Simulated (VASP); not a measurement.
# Al3Si2F (Imm2) in VASP: elastic constants with PBE

Aim: the elastic constants of Al3Si2F with PBE.

Program: VASP 6.6.1. These are calculated values, not measurements. Logs are shortened: lines on timing, memory, paths and dates and some standing lists are left out, and cuts for length are marked.

**1. Starting point**

Symmetry: Imm2, No. 44, orthorhombic system. Conventional cell: a = 4.501 Å, b = 11.754 Å, c = 4.019 Å, α = 90.00°, β = 90.00°, γ = 90.00°. Al (site symmetry m) has 1 F at 2.13 Å as nearest neighbours. Al (site symmetry mm2) has 2 F at 2.26 Å and 2 Si at 2.52 Å as nearest neighbours. Around Si (site symmetry m) lie 5 Al at 2.50 to 2.66 Å. Around F (site symmetry mm2) lie 4 Al at 2.13 to 2.26 Å.

The cell was built by a generator and needn't be a form met in nature.

**2. Elastic constants, PBE**

Contents of POSCAR:

```
Al3Si2F
1.0
   -2.2505900000      5.8772100000      2.0094200000
    2.2505900000     -5.8772100000      2.0094200000
    2.2505900000      5.8772100000     -2.0094200000
Al Si F
3 2 1
Direct
    0.6327120000      0.7973640000      0.8353480000
    0.9620170000      0.7973640000      0.1646520000
    0.0590690000      0.5590690000      0.5000000000
    0.3984940000      0.0374090000      0.3610850000
    0.6763230000      0.0374090000      0.6389150000
    0.0214910000      0.0214910000      0.0000000000
```

Contents of INCAR.step1:

```
SYSTEM = Al3Si2F
ALGO     = Normal         ! electronic algorithm
EDIFF    = 1E-8           ! SCF threshold, eV
EDIFFG   = -0.002         ! ionic threshold
ENCUT    = 520            ! plane-wave cutoff, eV
GGA      = PE             ! functional
IBRION   = 2              ! ionic algorithm
ISIF     = 3              ! what is computed and relaxed
ISMEAR   = 0              ! smearing method
KPAR     = 8            
LASPH    = .True.         ! aspherical terms in the spheres
LCHARG   = .False.        ! write CHGCAR
LREAL    = .False.        ! projectors in reciprocal space
LWAVE    = .False.        ! write WAVECAR
NELM     = 100            ! most SCF steps
NSW      = 40             ! ionic steps
PREC     = Accurate       ! precision mode
SIGMA    = 0.1            ! smearing width, eV
```

Contents of INCAR.step2:

```
SYSTEM = Al3Si2F
ALGO     = Normal         ! electronic algorithm
EDIFF    = 1E-8           ! SCF threshold, eV
ENCUT    = 520            ! plane-wave cutoff, eV
GGA      = PE             ! functional
IBRION   = 6              ! ionic algorithm
ISIF     = 3              ! what is computed and relaxed
ISMEAR   = 0              ! smearing method
KPAR     = 8            
LASPH    = .True.         ! aspherical terms in the spheres
LCHARG   = .False.        ! write CHGCAR
LREAL    = .False.        ! projectors in reciprocal space
LWAVE    = .False.        ! write WAVECAR
NELM     = 100            ! most SCF steps
NFREE    = 2            
NSW      = 1              ! ionic steps
POTIM    = 0.015          ! step
PREC     = Accurate       ! precision mode
SIGMA    = 0.1            ! smearing width, eV
```

Contents of KPOINTS:

```
k-points
0
Gamma
  7 7 7
  0 0 0
```

Potentials or basis: VASP PAW PBE potentials, release 64 (Al, Si, F).

Run with:

```sh
cat potpaw_PBE.64/Al/POTCAR potpaw_PBE.64/Si/POTCAR potpaw_PBE.64/F/POTCAR > POTCAR
cp INCAR.step1 INCAR
mpirun -np 8 vasp_std > vasp.out
cp CONTCAR POSCAR
cp INCAR.step2 INCAR
mpirun -np 8 vasp_std > vasp.out
```

OUTCAR:

```text
SYSTEM = Al3Si2F
   EDIFF = 1E-8
   ENCUT = 520
   GGA = PE
   IBRION = 6
   ISIF = 3
   ISMEAR = 0
   LASPH = .True.
   LREAL = .False.
   NELM = 100
   NFREE = 2
   NSW = 1
   POTIM = 0.015
   PREC = Accurate

 ion  position               nearest neighbor table
   1  0.628  0.790  0.838-   6 2.09   5 2.50   4 2.51   4 2.51   3 3.17   3 3.17
   2  0.953  0.790  0.162-   6 2.09   4 2.50   5 2.51   5 2.51   3 3.17   3 3.17
   3  0.064  0.564  0.500-   6 2.31   6 2.31   5 2.52   4 2.52   5 2.64   4 2.64   1 3.17   1 3.17
                             2 3.17   2 3.17
   4  0.403  0.045  0.359-   2 2.50   1 2.51   1 2.51   3 2.52   3 2.64
   5  0.686  0.045  0.641-   1 2.50   2 2.51   2 2.51   3 2.52   3 2.64
   6  0.016  0.016  0.000-   1 2.09   2 2.09   3 2.31   3 2.31

  LATTYP: Found a body centered orthorhombic cell.
 ALAT       =     3.9779860578
 B/A-ratio  =     1.1553650846
 C/A-ratio  =     2.9249158903

  Lattice vectors:

 A1 = (   2.2980130991,  -5.8176373159,   1.9889930289)
 A2 = (  -2.2980130991,  -5.8176373159,  -1.9889930289)
 A3 = (   2.2980130991,   5.8176373159,  -1.9889930289)

Analysis of symmetry for initial positions (statically):
=====================================================================
 Subroutine PRICEL returns:
 Original cell was already a primitive cell.

 Routine SETGRP: Setting up the symmetry group for a
 body centered orthorhombic supercell.

 Subroutine GETGRP returns: Found  4 space group operations
 (whereof  4 operations were pure point group operations)
 out of a pool of  8 trial point group operations.

The static configuration has the point symmetry C_2v.

Analysis of symmetry for dynamics (positions and initial velocities):
=====================================================================
 Subroutine PRICEL returns:
 Original cell was already a primitive cell.

 Routine SETGRP: Setting up the symmetry group for a
 body centered orthorhombic supercell.

 Subroutine GETGRP returns: Found  4 space group operations
 (whereof  4 operations were pure point group operations)
 out of a pool of  8 trial point group operations.

The dynamic configuration has the point symmetry C_2v.

 Subroutine INISYM returns: Found  4 space group operations
 (whereof  4 operations are pure point group operations),
 and found     1 'primitive' translations

----------------------------------------------------------------------------------------

                                     Primitive cell

  volume of cell :     106.3634

  direct lattice vectors                    reciprocal lattice vectors
    -2.298013099  5.817637316  1.988993029     0.000000000  0.085945543  0.251383485
     2.298013099 -5.817637316  1.988993029     0.217579265  0.000000000  0.251383485
     2.298013099  5.817637316 -1.988993029     0.217579265  0.085945543  0.000000000

  length of vectors
     6.563677431  6.563677431  6.563677431     0.265669519  0.332467131  0.233938823

  position of ions in fractional coordinates (direct lattice)
     0.628142683  0.790480367  0.837662315
     0.952819052  0.790480367  0.162337685
     0.063910948  0.563910948  0.500000000
     0.403270713  0.044736596  0.358534117
     0.686201479  0.044736596  0.641465883
     0.015761125  0.015761125  0.000000000

  ion indices of the primitive-cell ions
   primitive index   ion index
                 1           1
[... 135 lines left out ...]
  -------------------------------------------------------------------------------------
  Total        0.0110223     -0.0068186      0.0011763      0.0000000      0.0000000      0.0000000
  in kB        0.1660315     -0.1027095      0.0177195      0.0000000      0.0000000      0.0000000
  external PRESSURE =       0.0270139 kB  Pullay stress =       0.0000000 kB
[... 101 lines left out ...]
  FREE ENERGIE OF THE ION-ELECTRON SYSTEM (eV)
  ---------------------------------------------------
  free  energy   TOTEN  =       -26.2316549658 eV

  energy  without entropy=      -26.2234252726  energy(sigma->0) =      -26.22754012

[... ionic steps 4 to 34 ...]

--------------------------------------- Ionic step       35  -------------------------------------------

 number of electron      23.9999999 magnetization

------------------------ aborting loop because EDIFF is reached ----------------------------------------
[... 75 lines left out ...]
--------------------------------------- Ionic step       37  -------------------------------------------

 number of electron      24.0000002 magnetization

 Free energy of the ion-electron system (eV)
  ---------------------------------------------------
  ext. energy  EPLUGINS =         0.00000000
  ---------------------------------------------------
  free energy    TOTEN  =       -26.24340744 eV

  energy without entropy =      -26.23634646  energy(sigma->0) =      -26.23987695

 E-fermi :   6.1180     XC(G=0):  -9.5818

 val. band max:        6.1130494948   @ k =   0.1429  -0.1429   0.1429
 cond. band min:       6.1740278414   @ k =  -0.1429   0.4286   0.1429
 fundamental gap:      0.0609783466
 Fermi energy:         6.1179659276

 k-point     1 :       0.0000    0.0000    0.0000
  band No.  band energies     occupation
      1     -19.9914      2.00000
      2      -4.3892      2.00000
      3      -3.0630      2.00000
      4      -2.1969      2.00000
      5      -1.2073      2.00000
      6      -0.7339      2.00000
[... 433 lines left out ...]
      3      -2.8030      2.00000
      4      -2.0747      2.00000
      5      -1.5031      2.00000
      6      -1.2327      2.00000
[... 8 lines left out ...]
     15       9.0584      0.00000
     16       9.5832      0.00000

 [... further k-points ...]

------------------------ aborting loop because EDIFF is reached ----------------------------------------

  FORCE on cell =-STRESS in cart. coord.  units (eV):
  Direction    XX          YY          ZZ          XY          YZ          ZX
  --------------------------------------------------------------------------------------
  -------------------------------------------------------------------------------------
  Total        0.0679296      0.0338637      0.0113423      0.0000000      0.0000000      0.0000000
  in kB        1.0232397      0.5100962      0.1708524      0.0000000      0.0000000      0.0000000
  external PRESSURE =       0.5680628 kB  Pullay stress =       0.0000000 kB
[... 21 lines left out ...]
  FREE ENERGIE OF THE ION-ELECTRON SYSTEM (eV)
  ---------------------------------------------------
  free  energy   TOTEN  =       -26.2434074400 eV

  energy  without entropy=      -26.2363464613  energy(sigma->0) =      -26.23987695

 INTERNAL STRAIN TENSORS FROM STRAINED CELLS
 ============================================

 INTERNAL STRAIN TENSOR FOR ION    1 for displacements in x,y,z  (eV/Angst):
          X           Y           Z          XY          YZ          ZX
  --------------------------------------------------------------------------------
  x     0.00000    -0.00000     0.00000     3.00060    -0.00000    -5.64367
  y     5.79694    -4.54443    -1.39889    -0.00029     3.83589    -0.00013
  z    -4.20497     5.10556    -0.62111    -0.00016    -1.16605    -0.00001

 INTERNAL STRAIN TENSORS FROM DISPLACED ATOMS
 ============================================

 INTERNAL STRAIN TENSOR FOR ION    1 for displacements in x,y,z  (eV/Angst):
          X           Y           Z          XY          YZ          ZX
  --------------------------------------------------------------------------------
  x     0.00000     0.00000     0.00000     3.00371     0.00000    -5.61972
  y     5.82385    -4.54190    -1.37563     0.00000     3.85242     0.00000
  z    -4.08490     5.14331    -0.58560     0.00000    -1.16687     0.00000

 INTERNAL STRAIN TENSOR FOR ION    6 for displacements in x,y,z  (eV/Angst):
          X           Y           Z          XY          YZ          ZX
  --------------------------------------------------------------------------------
  x     0.00000     0.00000     0.00000     0.00000     0.00000    -2.78913
  y     0.00000     0.00000     0.00000     0.00000    -0.63197     0.00000
  z    -3.80652    -2.68335    -0.78319     0.00000     0.00000     0.00000

 Eigenvectors and eigenvalues of the dynamical matrix
 ----------------------------------------------------

   1 f  =   11.648651 THz    73.190632 2PiTHz  388.557171 cm-1    48.174928 meV
             X         Y         Z           dx          dy          dz
      2.298013  3.928794  1.155527    -0.471812    0.000000    0.000000
     -0.000002  1.888849  3.144522     0.471812    0.000000   -0.000000
      2.298013  0.000000  0.254237    -0.000000   -0.000000    0.000000
     -0.000000  4.171643  0.177962     0.526682    0.000000    0.000000
      0.000002  7.463626  0.177960    -0.526682    0.000000   -0.000000
      0.000000  0.000000  0.062698     0.000000   -0.000000    0.000000
[... 145 lines left out ...]
  18 f/i=    4.341193 THz    27.276517 2PiTHz  144.806596 cm-1    17.953722 meV
             X         Y         Z           dx          dy          dz
      2.298013  3.928794  1.155527    -0.009871   -0.000000   -0.000000
     -0.000002  1.888849  3.144522    -0.009871   -0.000000    0.000000
      2.298013  0.000000  0.254237     0.755475    0.000000    0.000000
     -0.000000  4.171643  0.177962    -0.098341    0.000000   -0.000000
      0.000002  7.463626  0.177960    -0.098341    0.000000    0.000000
      0.000000  0.000000  0.062698    -0.640094    0.000000    0.000000

--------------------------------------------------------------------------------------------------------

 ELASTIC MODULI CONTR FROM IONIC RELAXATION (kBar)
 Direction    XX          YY          ZZ          XY          YZ          ZX
 --------------------------------------------------------------------------------
 XX        -547.5958    280.2157     40.5723     -0.0000      0.0000      0.0000
 YY         280.2157   -308.4782    -34.6003      0.0000     -0.0000     -0.0000
 ZZ          40.5723    -34.6003   -104.5601      0.0000      0.0000     -0.0000
 XY          -0.0000      0.0000      0.0000    -43.5293     -0.0000      0.0000
 YZ           0.0000     -0.0000      0.0000     -0.0000   -144.1398     -0.0000
 ZX           0.0000     -0.0000     -0.0000     -0.0000     -0.0000   -211.6612
 --------------------------------------------------------------------------------

 TOTAL ELASTIC MODULI (kBar)
 Direction    XX          YY          ZZ          XY          YZ          ZX
 --------------------------------------------------------------------------------
 XX         997.5593    692.5611    504.1522     -0.0000      0.0000      0.0000
 YY         692.5611   1130.0276    521.5920      0.0000     -0.0000     -0.0000
 ZZ         504.1522    521.5920    798.2329      0.0000      0.0000     -0.0000
 XY          -0.0000      0.0000      0.0000    428.3945     -0.0000      0.0000
 YZ           0.0000     -0.0000      0.0000     -0.0000    226.2395     -0.0000
 ZX           0.0000     -0.0000     -0.0000     -0.0000     -0.0000    285.6352
 --------------------------------------------------------------------------------
```

Wall time 21 min (8 MPI ranks of AMD EPYC 9R45 (Zen 5), shared host); peak memory 0.7 GiB.

What came out:

* Voigt bulk modulus: 71 GPa
* Highest phonon frequency at Γ, LO-TO splitting left out: 389 cm⁻¹
* Most unstable mode: 145i cm⁻¹

Step by step:
```tsv
step	energy change (eV)	largest force (eV/Å)	pressure (GPa)	volume (Å³)
1	0.0000	0.0298	0.05	106.32
2	-0.0003	0.0265	-0.02	106.40
3	-0.0005	0.0355	-0.16	106.59
4	-0.0007	0.0363	-0.13	106.53
5	-0.0011	0.0393	-0.02	106.37
6	-0.0013	0.0668	0.19	106.05
7	-0.0015	0.0685	0.18	106.06
8	-0.0020	0.0739	0.15	106.08
9	-0.0025	0.0867	0.10	106.12
10	-0.0030	0.0680	0.02	106.24
11	-0.0037	0.0249	-0.21	106.60
12	-0.0042	0.0164	-0.05	106.40
13	-0.0042	0.0141	0.03	106.30
14	-0.0042	0.0140	0.04	106.29
15	-0.0043	0.0080	0.02	106.32
16	-0.0043	0.0052	-0.01	106.37
17	-0.0044	0.0056	-0.02	106.38
18	-0.0044	0.0074	-0.02	106.39
19	-0.0044	0.0117	-0.03	106.40
20	-0.0044	0.0089	-0.02	106.39
21	-0.0044	0.0052	0.02	106.34
22	-0.0044	0.0049	0.02	106.33
23	-0.0044	0.0041	-0.01	106.37
24	-0.0044	0.0041	-0.01	106.37
25	-0.0044	0.0020	0.00	106.36
```

Phonon frequencies in cm⁻¹ (negative: imaginary):
```tsv
q point	frequencies
(0.000, 0.000, 0.000)	-145 -45 0 0 1 116 142 165 192 204 222 235 298 335 343 365 379 389
```

Elastic tensor in Voigt notation (GPa, in the Cartesian axes of the cell as first typed):
```
100  69  50   0   0   0
 69 113  52   0   0   0
 50  52  80   0   0   0
  0   0   0  23   0   0
  0   0   0   0  29   0
  0   0   0   0   0  43
```

Clamped-ion elastic tensor (GPa):
```
155  41  46   0   0   0
 41 144  56   0   0   0
 46  56  90   0   0   0
  0   0   0  37   0   0
  0   0   0   0  50   0
  0   0   0   0   0  47
```

Caveat: some modes are imaginary.
